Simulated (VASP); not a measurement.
These are vdW-DF-cx, VASP's PBE PAW potentials (set 64) (plane waves; VASP) values and carry that method's errors.

Input for VASP

**INCAR**
```
# general
SYSTEM   = Zr
PREC     = Accurate
ENCUT    = 520
LREAL    = .False.
LASPH    = .True.

# electronic loop
EDIFF    = 1E-7
NELM     = 100
ALGO     = Normal
LMAXMIX  = 4

# smearing
ISMEAR   = 1
SIGMA    = 0.1

# functional
GGA      = CX
LUSE_VDW = .True.
AGGAC    = 0.0

# ions
IBRION   = 2
NSW      = 30
ISIF     = 4
EDIFFG   = -0.01

# output
LWAVE    = .False.
LCHARG   = .False.
```

**POSCAR**
```
Zr
1
    1.6086718323    -2.7863012936     0.0000000000
    1.6086718323     2.7863012936     0.0000000000
    0.0000000000     0.0000000000     5.1855368683
Zr
2
Direct
  0.3333330000   0.6666670000   0.2500000000
  0.6666670000   0.3333330000   0.7500000000
```

File KPOINTS:
```
Automatic mesh
0
Gamma
13 13 7
0 0 0
```

POTCAR, in this order: Zr_sv (PBE.64 set). Program: vasp_std.

Question: What does the run give for the energy per atom (σ→0), pressure, band gap (on the k-mesh)?

Answer: 
| Property | Value |
|---|---|
| energy per atom (σ→0) | -6.193 eV/atom |
| band gap (on the k-mesh) | none (metal, semimetal or under 0.01 eV) |
| pressure | -27.8 kbar |

**OSZICAR**
```
...
DAV:   6    -0.125069777105E+02    0.62293E+00   -0.97176E-01  2800   0.860E+00    0.589E+00
DAV:   7    -0.123814949643E+02    0.12548E+00   -0.62693E-01  3728   0.601E+00    0.111E+00
DAV:   8    -0.123863127352E+02   -0.48178E-02   -0.42045E-02  3536   0.175E+00    0.263E-01
DAV:   9    -0.123863948353E+02   -0.82100E-04   -0.15597E-03  3272   0.411E-01    0.405E-02
DAV:  10    -0.123863506421E+02    0.44193E-04   -0.36396E-05  3984   0.466E-02    0.241E-02
DAV:  11    -0.123863503720E+02    0.27012E-06   -0.99399E-06  2968   0.402E-02    0.521E-03
DAV:  12    -0.123863504232E+02   -0.51192E-07   -0.49940E-07  3328   0.579E-03
   1 F= -.12386350E+02 E0= -.12386379E+02  d E =-.123864E+02
```

The compound is Zr in the hcp structure. This cell is one point of a volume scan, at 1.03 of the reference volume.
